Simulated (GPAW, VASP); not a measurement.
The input files of a VASP run:

**KPOINTS**
```
kpoints
0
Gamma
  2 2 2
0 0 0
```

**POSCAR**
```
MgF2
1.0
  4.7327280000   0.0000000000   0.0000000000
  0.0000000000   4.7327280000   0.0000000000
  0.0000000000   0.0000000000   3.1244200000
Mg F
2 4
Cartesian
  0.0000000000   0.0000000000   0.0000000000
  2.3663640000   2.3663640000   1.5622100000
  1.4340165840   1.4340165840   0.0000000000
  3.8003805840   0.9323474160   1.5622100000
  0.9323474160   3.8003805840   1.5622100000
  3.2987114160   3.2987114160   0.0000000000
```

### INCAR
```
SYSTEM = MgF2
PREC = Accurate
ENCUT = 400
EDIFF = 1E-6
NELM = 100
ALGO = Normal
LREAL = .FALSE.
LASPH = .TRUE.
ISMEAR = -1
SIGMA = 0.02
GGA = PE
LWAVE = .FALSE.
LCHARG = .FALSE.
ISIF = 2
```

POTCAR, in this order: Mg F (PBE.64 set). Program: vasp_std.

### Question
Write an input for GPAW that does the same calculation.

### Answer
One input that does it (PBE, GPAW PAW datasets PBE (gpaw-data 1.0.1)):
```
from ase import Atoms
from ase.units import GPa
from gpaw import GPAW, PW, FermiDirac

atoms = Atoms(['Mg', 'Mg', 'F', 'F', 'F', 'F'],
              cell=[[4.732728, 0.000000, 0.000000],
                    [0.000000, 4.732728, 0.000000],
                    [0.000000, 0.000000, 3.124420]],
              scaled_positions=[[0.000000, 0.000000, 0.000000],
                                [0.500000, 0.500000, 0.500000],
                                [0.303000, 0.303000, 0.000000],
                                [0.803000, 0.197000, 0.500000],
                                [0.197000, 0.803000, 0.500000],
                                [0.697000, 0.697000, 0.000000]],
              pbc=True)

calc = GPAW(mode=PW(950),
            xc='PBE',
            kpts={'size': (2, 2, 2), 'gamma': True},
            occupations=FermiDirac(0.02),
            nbands=-4,
            convergence={'bands': -2},
            symmetry={'symmorphic': False, 'tolerance': 0.0005},
            maxiter=100,
            txt='-')

atoms.calc = calc

energy = atoms.get_potential_energy()
print('Energy (eV):', round(energy, 6))
forces = atoms.get_forces()
print('Forces (eV/Ang):')
print(forces.round(5))
stress = atoms.get_stress()
print('Stress (GPa, Voigt):', (stress / GPa).round(4))
```
The two runs describe the same crystal, functional and task. Each code takes its own potentials, basis and convergence tests.

The structure is a typed MgF2 crystal (P4_2/mnm). The cell was not relaxed at this level, and it may have been scaled.
